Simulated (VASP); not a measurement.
Data:

```
BP
1.0
    0.00000     2.25090     2.25090
    2.25090     0.00000     2.25090
    2.25090     2.25090     0.00000
B P
1 1
Cartesian
  0.00000   0.00000   0.00000
  1.12545   1.12545   1.12545
```

The numbers are results of PBE GGA with D4 dispersion, VASP's PBE PAW potentials (set 64) (plane waves; VASP), not measurements. Settings: 520 eV cut-off, Gaussian smearing of 0.050 eV, potentials B P.

Problem. What does the run give for the band gap (along the path) with the smallest direct gap where there is one?

Solution. 
```yaml
band gap (along the path): 1.20 eV
smallest direct gap (along the path): 3.44 eV
```

The absolute energy has meaning only against runs of the same code, potentials and settings.

The compound is BP in the zinc blende structure. It was relaxed first.
